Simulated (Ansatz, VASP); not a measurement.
## LaMg6Mn in VASP and in Ansatz

```
La Mn Mg
1.0
     5.04697    0.00000    0.00000
     0.00000    3.27035    5.68019
     0.00000   -3.27035    5.68019
La Mn Mg
1 1 6
Direct
  0.50000 0.67487 0.67487
  0.00000 0.83612 0.83612
  0.50000 0.16255 0.16255
  0.50000 0.15785 0.68031
  0.50000 0.68031 0.15785
  0.00000 0.33332 0.33332
  0.00000 0.31648 0.83850
  0.00000 0.83850 0.31648
```

Change from the starting cell: volume scaled by 0.96.

Alike in both runs: task single point; functional PBE; k mesh 5 × 5 × 5; occupations fermi-dirac, width 0.05 eV; collinear spin, ferromagnetic start.

```csv
,VASP,Ansatz
version,VASP 6.6.1,Ansatz 0.2.0
potentials or method,"VASP PAW PBE potentials, release 64 (La, Mn_pv, Mg)",Ansatz PAW
plane-wave cutoff (eV),520,420
valence electrons in the cell,36,86
```

```tsv
	VASP	Ansatz	Ansatz less VASP
gap on the k mesh at the Fermi level (eV)	none	none	-
pressure (GPa)	1.2	1.3	+0.07
largest component of the traceless stress (GPa)	0.09	0.08	-0.005
rms of the force components (eV/Å)	0.045	0.044	-0.0003
net moment per atom (μB)	0.48	0.48	0.000
size of the moment on the site where the two differ most (μB)	3.78	3.94	+0.162
```

Site moments also hang on the region over which each program counts them. Atom by atom the forces differ by 0.002 eV/Å (rms over components). A gap of «none» marks a metal or a gap that the smearing closes. The two sets of potentials don't hold the same shells in valence.

The runs have no spin-orbit coupling, so splittings on La are missing.
